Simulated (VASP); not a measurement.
```
CELL_PARAMETERS angstrom
      2.16670    -3.75284     0.00000
      2.16670     3.75284     0.00000
      0.00000     0.00000     7.06605
ATOMIC_POSITIONS crystal
  Cd 0.66667 0.33333 0.50006
  Cd 0.33333 0.66667 0.00006
  Se 0.66667 0.33333 0.87594
  Se 0.33333 0.66667 0.37594
```

Method: PBE GGA with D3 dispersion (Becke-Johnson damping), VASP's PBE PAW potentials (set 64) (plane waves; VASP 6.6.1). Run with 520 eV cut-off, Gaussian smearing of 0.050 eV, potentials Cd Se.

Give the energies of bands 13 to 21 at the high-symmetry points, in eV from the valence-band maximum.

| band | Γ | M | K | A | L | H |
|---|---|---|---|---|---|---|
| 13 | -4.26 | -4.11 | -3.71 | -2.61 | -4.11 | -4.01 |
| 14 | -0.74 | -3.56 | -3.71 | -2.61 | -4.11 | -4.01 |
| 15 | -0.74 | -2.57 | -2.95 | -0.39 | -1.31 | -2.35 |
| 16 | -0.04 | -1.79 | -1.81 | -0.39 | -1.31 | -2.35 |
| 17 | 0.00 | -1.28 | -1.81 | -0.39 | -1.30 | -1.08 |
| 18 | 0.00 | -0.73 | -1.62 | -0.39 | -1.30 | -1.08 |
| 19 | 0.62 | 3.17 | 4.27 | 2.33 | 2.92 | 3.72 |
| 20 | 2.18 | 3.33 | 4.70 | 2.33 | 2.92 | 3.72 |
| 21 | 5.86 | 4.78 | 4.70 | 5.82 | 4.85 | 5.82 |

The gap is direct, 0.62 eV, from the valence maximum at Γ to the conduction minimum at Γ.

Measured: gap 1.73 eV (computed value off by -1.11 eV), as given by Abedi et al., (2022), arXiv:2211.14644.

The compound is CdSe in the wurtzite structure. It was relaxed first.
